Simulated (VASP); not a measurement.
These are PBEsol GGA, VASP's PBE PAW potentials (set 64) (plane waves; VASP) values and carry that method's errors.

VASP input:

POSCAR:
```
MgS
1.0
  0.0000000000   2.7039507524   2.7039507524
  2.7039507524   0.0000000000   2.7039507524
  2.7039507524   2.7039507524   0.0000000000
Mg S
1 1
Cart
  0.0000000000   0.0000000000   0.0000000000
  1.3519753762   1.3519753762   1.3519753762
```

KPOINTS:
```
Automatic mesh
0
Gamma
8 8 8
0 0 0
```

INCAR:
```
EDIFFG=-0.02
IBRION=2   ! conjugate gradients
LREAL=.False.   ! projection in real space or not
ISIF=3   ! ions, shape and volume
PSTRESS=100   ! kbar
NELM=100
ISMEAR=0
LCHARG=.False.
ALGO=Normal
EDIFF=1E-6
NSW=40
LASPH=.True.   ! aspherical one-centre terms
ENCUT=500   ! plane-wave cut-off (eV)
SIGMA=0.05   ! width (eV)
PREC=Accurate
GGA=PS   ! PBEsol
LWAVE=.False.
SYSTEM=MgS
```

POTCAR, in this order: Mg S (PBE.64 set). Program: vasp_std.

The run wrote:

OSZICAR:
```
       N       E                     dE             d eps       ncg     rms          rms(c)
DAV:   1     0.232653341884E+02    0.23265E+02   -0.35550E+03   480   0.777E+02
DAV:   2    -0.814626420424E+01   -0.31412E+02   -0.29773E+02   656   0.105E+02
DAV:   3    -0.924191798742E+01   -0.10957E+01   -0.10957E+01   552   0.268E+01
DAV:   4    -0.924683724879E+01   -0.49193E-02   -0.49193E-02   808   0.204E+00
DAV:   5    -0.924684218317E+01   -0.49344E-05   -0.49344E-05   576   0.462E-02    0.412E+00
DAV:   6    -0.880928495691E+01    0.43756E+00   -0.11285E+00   480   0.522E+00    0.322E+00
DAV:   7    -0.876124407185E+01    0.48041E-01   -0.25965E-01   544   0.262E+00    0.228E+00
DAV:   8    -0.876241146246E+01   -0.11674E-02   -0.93593E-03   528   0.844E-01    0.868E-01
DAV:   9    -0.876211121838E+01    0.30024E-03   -0.67630E-04   624   0.189E-01    0.268E-01
DAV:  10    -0.876218921123E+01   -0.77993E-04   -0.12708E-04   528   0.785E-02    0.218E-02
DAV:  11    -0.876219263519E+01   -0.34240E-05   -0.67817E-06   624   0.164E-02    0.216E-02
DAV:  12    -0.876219270662E+01   -0.71431E-07   -0.69748E-07   504   0.548E-03
   1 F= -.62943598E+01 E0= -.62943598E+01  d E =-.629436E+01
```

OUTCAR:
```
------------------------ aborting loop because EDIFF is reached ----------------------------------------
  FORCE on cell =-STRESS in cart. coord.  units (eV):
  Direction    XX          YY          ZZ          XY          YZ          ZX
  --------------------------------------------------------------------------------------
  Total        2.4649075      2.4649075      2.4649075     -0.0000000     -0.0000000     -0.0000000
  in kB       99.8814592     99.8814592     99.8814592     -0.0000000     -0.0000000     -0.0000000
  external PRESSURE =      -0.1185408 kB  Pullay stress =     100.0000000 kB
  volume of cell :       39.54
      direct lattice vectors                 reciprocal lattice vectors
     0.000000000  2.703950752  2.703950752    -0.184914610  0.184914610  0.184914610
     2.703950752  0.000000000  2.703950752     0.184914610 -0.184914610  0.184914610
     2.703950752  2.703950752  0.000000000     0.184914610  0.184914610 -0.184914610
 POSITION                                       TOTAL-FORCE (eV/Angst)
 -----------------------------------------------------------------------------------
      0.00000      0.00000      0.00000         0.000000      0.000000      0.000000
      1.35198      1.35198      1.35198        -0.000000     -0.000000     -0.000000
 -----------------------------------------------------------------------------------
    total drift:                                0.000000      0.000000      0.000000
  FREE ENERGIE OF THE ION-ELECTRON SYSTEM (eV)
  ---------------------------------------------------
  free  energy   TOTEN  =        -8.7621927066 eV

  energy  without entropy=       -8.7621927066  energy(sigma->0) =       -8.76219271
  enthalpy is  TOTEN    =        -6.2943598301 eV   P V=        2.4678328765

 reached required accuracy - stopping structural energy minimisation
```
(Selected blocks of OUTCAR.)

The structure was generated: MgS was put into the zinc blende type (F-43m), which need not be its known phase. It was relaxed first under an external pressure of 10 GPa.
